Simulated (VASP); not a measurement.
Computed with LDA (Ceperley-Alder, Perdew-Zunger), VASP's LDA PAW potentials (set 64) (plane waves; VASP).

VASP input:

File POSCAR:
```
Mo
1
   -1.5575658273     1.5575658273     1.5575658273
    1.5575658273    -1.5575658273     1.5575658273
    1.5575658273     1.5575658273    -1.5575658273
Mo
1
Direct
  0.0000000000   0.0000000000   0.0000000000
```

**INCAR**
```
SYSTEM = Mo
PREC = Accurate
ENCUT = 400
EDIFF = 1E-6
NELM = 100
ALGO = Normal
LREAL = .FALSE.
LASPH = .TRUE.
ISMEAR = 1
SIGMA = 0.1
LMAXMIX = 4
LWAVE = .FALSE.
LCHARG = .FALSE.
IBRION = 2
ISIF = 3
NSW = 60
EDIFFG = -0.01
```

**KPOINTS**
```
Automatic mesh
0
Gamma
15 15 15
0 0 0
```

POTCAR, in this order: Mo_sv (LDA.64 set). Program: vasp_std.

**Question.** Estimate the energy per atom (σ→0), volume per atom, band gap (on the k-mesh).

**Answer.** 
```
Item                                                        Result
------------------------  ----------------------------------------
energy per atom (σ→0)                              -12.125 eV/atom
band gap (on the k-mesh)  none (metal, semimetal or under 0.01 eV)
volume per atom                                      15.10 Å³/atom
```

OSZICAR:
```
...
   2 F= -.12124893E+02 E0= -.12124643E+02  d E =0.620159E-04
       N       E                     dE             d eps       ncg     rms          rms(c)
DAV:   1    -0.121258376652E+02   -0.94416E-03   -0.21924E-02  2760   0.217E+00    0.361E-01
DAV:   2    -0.121250031429E+02    0.83452E-03   -0.18267E-03  2745   0.569E-01    0.529E-02
DAV:   3    -0.121249537465E+02    0.49396E-04   -0.23165E-04  2863   0.198E-01    0.545E-02
DAV:   4    -0.121249622825E+02   -0.85360E-05   -0.52270E-06  2742   0.250E-02    0.195E-03
DAV:   5    -0.121249622435E+02    0.39084E-07   -0.31842E-07  1497   0.754E-03
   3 F= -.12124962E+02 E0= -.12124710E+02  d E =-.676144E-05
```

The structure comes from a computed database's Mo entry (Im-3m); how it stands against other phases isn't given here. This run relaxes it. Symmetry was kept, so distortions that lower it aren't found. The start is the result of an earlier pass.
